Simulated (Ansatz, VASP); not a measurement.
**Si5O9 (amorphous SiO1.8): VASP beside Ansatz**

Wanted: the spread between two codes on one cell, functional and k mesh. The cell is taken from a series of runs on this material, whose earlier steps may have relaxed, scaled, displaced or heated it; both programs get it as it stands.

Main program and level: Ansatz 0.2.0; plane waves, with VASP 6.6.1 beside it; single point at PBE.

## 1. Set-up

The cell holds 140 atoms: 50 Si and 90 O. Cell: a = 13.095 Å, b = 13.095 Å, c = 13.095 Å, α = 90.0°, β = 90.0°, γ = 90.0°. As first built, before any earlier steps moved the atoms (in the runner's words): 140 atoms (50 Si, 90 O) placed at random at 2.1 g/cm^3, melted at 5000 K for 10 ps at fixed volume with the Tersoff Si-O potential (Munetoh et al., Comput. Mater. Sci. 39, 334 (2007)). Quenched from 3800 K to 300 K at 100 K/ps and fixed volume, annealed at 2000 K for 20 ps, held 5 ps.

## 2. VASP: single point, PBE

A single point gives forces, pressure and levels at one fixed geometry, so differences don't come from the geometry; what else differs is listed under the comparison.

Lines of VASP's logs that name or quote its potential files are left out, and so is its time.

The input, INCAR:

```
SYSTEM = Si5O9
PREC = Accurate
ENCUT = 600
EDIFF = 1E-06
NELM = 120
ISMEAR = 0
SIGMA = 0.025
LREAL = Auto
ALGO = Normal
GGA = PE
NBANDS = 468
LORBIT = 11
LWAVE = .FALSE.
LCHARG = .FALSE.
ISIF = 2
LASPH = .TRUE.
GGA_COMPAT = .FALSE.
EFERMI = MIDGAP
```

The input, POSCAR:

```
Si5O9
1.0
   13.0955000000      0.0000000000      0.0000000000
    0.0000000000     13.0955000000      0.0000000000
    0.0000000000      0.0000000000     13.0955000000
Si O
50 90
Direct
    0.9774800000      0.7842300000      0.7344500000
    0.1354200000      0.9023200000      0.9304100000
    0.4333100000      0.4477200000      0.4584900000
    0.1356700000      0.3996400000      0.4652000000
    0.5965500000      0.8861800000      0.8740800000
    0.0071200000      0.9478000000      0.4096800000
    0.2925600000      0.7128400000      0.8605300000
    0.3662700000      0.0595900000      0.5560100000
    0.3726700000      0.7791300000      0.1949700000
    0.8629500000      0.5168000000      0.2626500000
    0.4978500000      0.4185700000      0.1633600000
    0.6253300000      0.2066600000      0.1724700000
    0.0430500000      0.1845500000      0.4309600000
    0.5516700000      0.9969800000      0.0603000000
    0.1021300000      0.6254800000      0.4665700000
    0.4108700000      0.9754600000      0.3148300000
    0.2270300000      0.1441700000      0.7055300000
    0.2557600000      0.5305500000      0.9149600000
    0.4519900000      0.4576300000      0.7591500000
    0.9643700000      0.6167100000      0.0732200000
    0.2047500000      0.6137700000      0.1354600000
    0.5387300000      0.2217900000      0.5067000000
    0.7428000000      0.8706200000      0.1282200000
    0.5103600000      0.7172800000      0.9821900000
    0.7359800000      0.7014600000      0.3212900000
    0.1694800000      0.6344000000      0.6826400000
    0.0582700000      0.3975000000      0.8603400000
    0.5245400000      0.5878800000      0.3301600000
    0.8229400000      0.1150100000      0.5043800000
    0.5431100000      0.4756200000      0.9281500000
[... 104 atom lines left out ...]
    0.9149200000      0.7501000000      0.6311800000
    0.5182600000      0.9041900000      0.7746900000
    0.8107600000      0.0973700000      0.6323900000
    0.9224200000      0.1859700000      0.4599100000
    0.0641900000      0.6795800000      0.7397200000
    0.6187200000      0.9890100000      0.9538800000
```

The input, KPOINTS:

```
Automatic mesh
0
Gamma
1 1 1
0 0 0
```

The projector-augmented-wave data sets are Si and O (PBE family, release 64).

Command:

```console
$ export OMP_NUM_THREADS=3
$ mpirun -np 1 vasp_gam
```

Numbers of over 12 decimals in the logs are rounded to 6 here.

Log:

```text
[banner, memory and clock lines left out]
running    1 mpi-ranks, on    1 nodes
[...]
Offloading initialized ...    1 GPUs detected
[...]
LDA part: xc-table for (Slater+PW92), standard interpolation
 POSCAR, INCAR and KPOINTS ok, starting setup
[...]
entering main loop
       N       E                     dE             d eps       ncg     rms          rms(c)
DAV:   1     0.712600152392E+04    0.71260E+04   -0.45452E+05   960   0.169E+03
DAV:   2    -0.467123498994E+03   -0.75931E+04   -0.73371E+04  1156   0.379E+02
DAV:   3    -0.116507777845E+04   -0.69795E+03   -0.69189E+03  1088   0.121E+02
DAV:   4    -0.118211159715E+04   -0.17034E+02   -0.16940E+02  1120   0.200E+01
[...]
DAV:  18    -0.103179301160E+04    0.12704E-04   -0.10198E-04  1096   0.228E-02    0.102E-02
DAV:  19    -0.103179300925E+04    0.23491E-05   -0.15828E-05  1024   0.949E-03    0.602E-03
DAV:  20    -0.103179300849E+04    0.76737E-06   -0.60190E-06  1016   0.684E-03
   1 F= -.10317930E+04 E0= -.10317930E+04  d E =-.113631-106
```

OUTCAR, selected parts (step 2):

```text
  Total      -70.0850006    -58.2414313    -28.7021578      5.5982495      3.7028534     -0.1054781
  in kB      -49.9999315    -41.5505108    -20.4766485      3.9938944      2.6416838     -0.0752501
  external PRESSURE =     -37.3423636 kB  Pullay stress =       0.0000000 kB

 POSITION                                       TOTAL-FORCE (eV/Angst)
 -----------------------------------------------------------------------------------
     12.80059     10.26988      9.61799         2.257531      1.891439     -0.458767
[...]
10.16407     10.42349      0.41748         0.516202      0.327432     -2.071969
      4.60844      5.66354      3.15340        -0.441162     -0.223217     -0.487195
     12.56553      1.96197     12.13717        -0.583060     -0.068660      2.395408
      9.87833      5.08878      9.37193        -0.878690      0.086789     -0.607561
      5.87163      9.45849      1.27812         0.608158      0.354469      1.092913
      8.20551     11.97178      1.68041        -1.363370      0.863110     -0.143174
     11.63902      5.16591      7.43942         1.208060      1.267330     -0.223843
     12.46155     11.25571      6.25061         0.438622      0.554122     -1.438991
      0.93044      2.32733      1.38838        -0.577281      0.847042     -1.235905
      7.00321      3.94450      2.51421        -0.079952      1.036009     -0.754642
      7.98511      2.50936      5.15216        -1.282448     -0.200119      3.323128
      5.42494     12.71075      8.10808        -0.182435     -1.229572      0.077288
[...]
-----------------------------------------------------------------------------------
    total drift:                                0.009076     -0.020768     -0.003289

  FREE ENERGIE OF THE ION-ELECTRON SYSTEM (eV)
  ---------------------------------------------------
  free  energy   TOTEN  =     -1031.7930084873 eV

  energy  without entropy=    -1031.7930084873  energy(sigma->0) =    -1031.79300849

[... 3 further parts left out ...]
[key lines of the parts left out:]
E-fermi :   2.3596
```

The run ends at a pressure of -3.73 GPa, with forces up to 5.2 eV/Å.

## 3. Ansatz: single point, PBE

Ansatz runs on its default PAW (the set named soft_2) files.

The same cell, functional, mesh and smearing now go to Ansatz, which takes its cutoff from its data sets.

The input, input.yaml:

```yaml
crystal:
  lattice:
    - [13.0955, 0.0, 0.0]
    - [0.0, 13.0955, 0.0]
    - [0.0, 0.0, 13.0955]
  atoms:
    - { symbol: Si, position: [0.97748, 0.78423, 0.73445] }
    - { symbol: Si, position: [0.13542, 0.90232, 0.93041] }
    - { symbol: Si, position: [0.43331, 0.44772, 0.45849] }
    - { symbol: Si, position: [0.13567, 0.39964, 0.4652] }
    - { symbol: Si, position: [0.59655, 0.88618, 0.87408] }
    - { symbol: Si, position: [0.00712, 0.9478, 0.40968] }
    - { symbol: Si, position: [0.29256, 0.71284, 0.86053] }
    - { symbol: Si, position: [0.36627, 0.05959, 0.55601] }
    - { symbol: Si, position: [0.37267, 0.77913, 0.19497] }
    - { symbol: Si, position: [0.86295, 0.5168, 0.26265] }
    - { symbol: Si, position: [0.49785, 0.41857, 0.16336] }
    - { symbol: Si, position: [0.62533, 0.20666, 0.17247] }
    - { symbol: Si, position: [0.04305, 0.18455, 0.43096] }
    - { symbol: Si, position: [0.55167, 0.99698, 0.0603] }
    - { symbol: Si, position: [0.10213, 0.62548, 0.46657] }
    - { symbol: Si, position: [0.41087, 0.97546, 0.31483] }
    - { symbol: Si, position: [0.22703, 0.14417, 0.70553] }
    - { symbol: Si, position: [0.25576, 0.53055, 0.91496] }
    - { symbol: Si, position: [0.45199, 0.45763, 0.75915] }
    - { symbol: Si, position: [0.96437, 0.61671, 0.07322] }
    - { symbol: Si, position: [0.20475, 0.61377, 0.13546] }
    - { symbol: Si, position: [0.53873, 0.22179, 0.5067] }
    - { symbol: Si, position: [0.7428, 0.87062, 0.12822] }
    - { symbol: Si, position: [0.51036, 0.71728, 0.98219] }
    - { symbol: Si, position: [0.73598, 0.70146, 0.32129] }
    - { symbol: Si, position: [0.16948, 0.6344, 0.68264] }
    - { symbol: Si, position: [0.05827, 0.3975, 0.86034] }
    - { symbol: Si, position: [0.52454, 0.58788, 0.33016] }
    - { symbol: Si, position: [0.82294, 0.11501, 0.50438] }
    - { symbol: Si, position: [0.54311, 0.47562, 0.92815] }
[... 104 atom lines left out ...]
    - { symbol: O, position: [0.91492, 0.7501, 0.63118] }
    - { symbol: O, position: [0.51826, 0.90419, 0.77469] }
    - { symbol: O, position: [0.81076, 0.09737, 0.63239] }
    - { symbol: O, position: [0.92242, 0.18597, 0.45991] }
    - { symbol: O, position: [0.06419, 0.67958, 0.73972] }
    - { symbol: O, position: [0.61872, 0.98901, 0.95388] }
kpoints:
  mp_grid: { grid: [1, 1, 1] }
hamiltonian:
  xc: pbe
scf:
  occupations: { method: gaussian, width: 0.025 }
output:
  forces: true
  stress: true
  populations: intrinsic
  dos:
    method: { smearing: { sigma: 0.08 } }
    de: 0.1
    projected: { site_lists: { O: [O], Si: [Si] } }
  eigenvalues: true
  write_density: true
  write_potential: true
  volumetric_format: npy
```

Command:

```console
$ ansatz run input.yaml --threads 4 --pin off --max-ram 8192MiB --backend cpu --events-out ev --progress --plain --runs-dir out
```

Log:

```text
Engine: ansatz 0.2.0, aarch64-unknown-linux-gnu
Pseudopotentials: kind: paw
Pseudopotential: Si, paw, valence charge 4, recommended cutoff 420 eV (normal), Si.paw.azcp
Pseudopotential: O, paw, valence charge 6, recommended cutoff 420 eV (normal), O.paw.azcp
Functional definition: PBE
  parameter kappa = 0.804
  parameter beta = 0.066725
  exchange = pbe_x(kappa = kappa, mu = beta*pi^2/3)
  correlation = pbe_c(beta = beta)
Crystal: 140 atoms, lattice volume = 2245.775 Å³
Basis set: ecut = 420 eV, 43819 PW (Γ), exchange–correlation on 180×180×180 points (8 copies of the dense FFT grid, shifted against one another)
Bands: 510, of which v1, the nominal top of the filled ones, is band 370 counted from 1 (369 counted from 0)
Symmetry: 1 space group operations
Space group: P1 (ITA 1), of the structure as read, at distance tolerance 1.3e-4 Å
k-points: 1
Non-local potential: Si, projectors of the file, l = 0: 2, l = 1: 2, l = 2: 2
Non-local potential: O, projectors of the file, l = 0: 2, l = 1: 2, l = 2: 1
PAW form: soft (Blöchl's): semilocal exchange-correlation on the pseudo side does not see the compensation charge
PAW one-centre angular grid: Si, 110 points (default); XC on 64 Gauss nodes
PAW one-centre angular grid: O, 110 points (default); XC on 64 Gauss nodes
Initial density: superposition of atomic densities (neutral atoms: chi_scale 0, normalization atom), corrected by the library's trained network
Initial wavefunctions: pseudopotential atomic-orbital guess
Functional: x = pbe(κ = 0.804, μ = 0.219515), c = pbe(β = 0.066725)
SCF iter   1: F=—  HF=-82950.038054 eV  |F-HF|=—  |Δ(HF+E_count)|=         —  Δρ=5.04e-3  dr2=1.45e0  ethr=1.77e-3  ⟨swp⟩=6.0  Hψ=2450  notcnv=0  defer=67
preconditioner: auto → Resta (q_TF=auto, 2.267 Å⁻¹)  ε∞=3.1  [insulator: Δε(μ)=1.474 eV  Ē_g=14.750 eV  σ=0.025 eV  W_gap=1.00  n_scr=460 (ndim 8)  ℏωp=21.3 eV  f_vac=0.235  D(μ)=0.00/eV (n_scr^D=0)  ε∞_Penn≈3.1  vacuum switching on, ρ_ref=1.6e-2 e/Å³]
SCF iter   2: F=—  HF=-82949.676228 eV  |F-HF|=—  |Δ(HF+E_count)|=   3.62e-1  Δρ=2.59e-3  dr2=1.92e-1  ethr=1.96e-4  ⟨swp⟩=4.0  Hψ=880  notcnv=0  defer=136
SCF iter   3: F=—  HF=-82949.639730 eV  |F-HF|=—  |Δ(HF+E_count)|=   3.65e-2  Δρ=1.23e-3  dr2=3.78e-2  ethr=2.59e-5  ⟨swp⟩=3.0  Hψ=666  notcnv=0  defer=136
SCF iter   4: F=—  HF=-82949.635612 eV  |F-HF|=—  |Δ(HF+E_count)|=   4.12e-3  Δρ=5.55e-4  dr2=5.86e-3  ethr=5.11e-6  ⟨swp⟩=2.0  Hψ=686  notcnv=0  defer=136
SCF iter   5: F=—  HF=-82949.635950 eV  |F-HF|=—  |Δ(HF+E_count)|=   3.37e-4  Δρ=2.16e-4  dr2=9.17e-4  ethr=7.92e-7  ⟨swp⟩=2.0  Hψ=689  notcnv=0  defer=136
SCF iter   6: F=—  HF=-82949.635955 eV  |F-HF|=—  |Δ(HF+E_count)|=   5.23e-6  Δρ=8.57e-5  dr2=1.45e-4  ethr=1.24e-7  ⟨swp⟩=2.0  Hψ=690  notcnv=0  defer=136
SCF iter   7: F=—  HF=-82949.635980 eV  |F-HF|=—  |Δ(HF+E_count)|=   2.49e-5  Δρ=2.88e-5  dr2=1.54e-5  ethr=1.96e-8  ⟨swp⟩=2.0  Hψ=690  notcnv=0  defer=136
SCF iter   8: F=—  HF=-82949.637124 eV  |F-HF|=—  |Δ(HF+E_count)|=   1.14e-3  Δρ=1.21e-5  dr2=2.72e-6  ethr=2.09e-9  ⟨swp⟩=2.0  Hψ=880  notcnv=0  defer=136
SCF iter   9: F=—  HF=-82949.637125 eV  |F-HF|=—  |Δ(HF+E_count)|=   1.24e-6  Δρ=3.78e-6  dr2=2.57e-7  ethr=3.67e-10  ⟨swp⟩=2.0  Hψ=689  notcnv=0  defer=136
SCF iter  10: F=-82949.637125 eV  HF=-82949.637125 eV  |F-HF|=3.14e-8  |Δ(HF+E_count)|=   1.26e-7  Δρ=2.04e-6  dr2=7.55e-8  ethr=1.35e-11  ⟨swp⟩=20.0  Hψ=5027  notcnv=0
SCF 1 converged in 10 iterations: F = -82949.637125 eV  dr2 = 7.55e-8
  greatest PAW one-centre occupation: 0.873 electrons in one spin orbital (limit 2), on the O atom at site 104 (counted from 0), in its partial waves of l = 0
[...]
atom 135  O     -0.54130566    -0.49404093    -2.32857892
  atom 136  O      1.69553356     0.95017344     2.60517557
  atom 137  O     -0.26603268     0.97453530    -1.17574532
  atom 138  O     -0.74644488     0.75284869    -0.05704188
  atom 139  O      1.23519179     0.27594201     0.02580357
  atom 140  O     -1.23271641    -1.83740937    -2.45003270
  max |Σ_I F_I| component: 1.10e-4 eV/Å
--- Stress (GPa, compression-positive) ---
       -4.942805       0.395559      -0.025404
        0.395559      -4.082655       0.237135
       -0.025404       0.237134      -1.951483
  P = ⅓ Tr σ = -3.6590 GPa (-36.590 kbar)
--- Band table (eV) ---
  k-point 0: bands = [... 366 lower, 2.6232, 2.7724, 2.9454, 3.1009, 3.8839, 4.2061, 5.0929, 5.2602, ... 136 higher]
--- intrinsic populations: 140 sites ---
  site symbol       q [e]
     0     Si      2.3018
     1     Si      2.3589
     2     Si      3.1169
     3     Si      2.2313
     4     Si      2.6673
     5     Si      2.3160
     6     Si      2.6478
     7     Si      2.3376
     8     Si      2.7700
     9     Si      2.2391
    10     Si      2.2792
    11     Si      2.6749
    12     Si      2.2629
    13     Si      2.3015
    14     Si      2.2777
    15     Si      2.2693
    16     Si      3.0880
    17     Si      2.8176
    18     Si      2.4889
    19     Si      3.1099
    20     Si      2.3147
    21     Si      2.2973
    22     Si      2.2653
    23     Si      2.8316
[...]
132      O      6.8681
   133      O      6.8628
   134      O      6.8607
   135      O      6.8298
   136      O      6.8340
   137      O      6.8637
   138      O      6.8418
   139      O      6.8513
  spilling = 0.000000 (of n_electrons = 740.000000)
```

In the SCF lines HF is the Harris–Foulkes energy and dr2 the Hartree energy of the density residual, in eV; the loop may stop once dr2 is under the threshold and the program's other checks hold. Hψ counts applications of the Hamiltonian.

## 4. Differences

Known differences besides the potentials themselves: the cutoff is 420 eV in Ansatz and 600 eV in VASP (PREC = Accurate, projectors in real space). Total energies have different zeros and are not compared.

The two programs side by side:

```
              quantity  Ansatz   VASP  difference
        pressure (GPa)   -3.66  -3.73       +0.08
gap on the k mesh (eV)   0.783  0.779      +0.004
```

Forces on 10 of the 140 atoms, those with the largest forces and the largest differences (eV/Å; atoms numbered as in POSCAR):

```
atom          Ansatz x, y, z            VASP x, y, z
 Si2    2.401, -0.172, 1.761    2.528, -0.181, 1.838
Si14     3.918, 1.610, 0.020     3.913, 1.638, 0.041
Si27   -1.977, 1.960, -2.967   -1.980, 1.970, -2.990
Si36  -3.206, -2.697, -3.093  -3.220, -2.722, -3.115
Si44  -0.203, -0.957, -1.847  -0.172, -1.055, -1.889
 O59    -3.799, 1.357, 1.540    -3.857, 1.380, 1.554
 O65   -0.794, -1.376, 4.050   -0.802, -1.393, 4.108
 O91   -3.382, 1.863, -2.373   -3.448, 1.889, -2.401
O112  -2.125, -1.646, -2.228  -2.214, -1.690, -2.315
O129  -1.443, -3.913, -1.011  -1.459, -3.995, -1.040
```

The forces differ by 27 meV/Å r.m.s., which is 2.0 % of the r.m.s. force of 1.362 eV/Å (both taken over all components). A gap on the mesh is an upper bound, since the band edges may lie between its points.

## 5. Outcome

- r.m.s. force difference (single point, PBE): 2.0 % of the r.m.s. force

In words: The r.m.s. force difference is 2.0 % of the r.m.s. force (single point, PBE), within the 3 % picked in this series as the mark of a large difference. How closely two codes agree says nothing of how well the functional describes the real material.

[Lines on the potential files, build, host, timing and source positions are cut from VASP's logs without a mark.]

[Logs are printed without paths, hosts, clocks, repeated set-up lines and the standing remarks that a program may print on its own settings, such as how far it seeks lower states.]

[Hosts, paths, dates, database ids (printed as entryN), source tags and the programs' standing remarks are cut or masked in the printed files.]
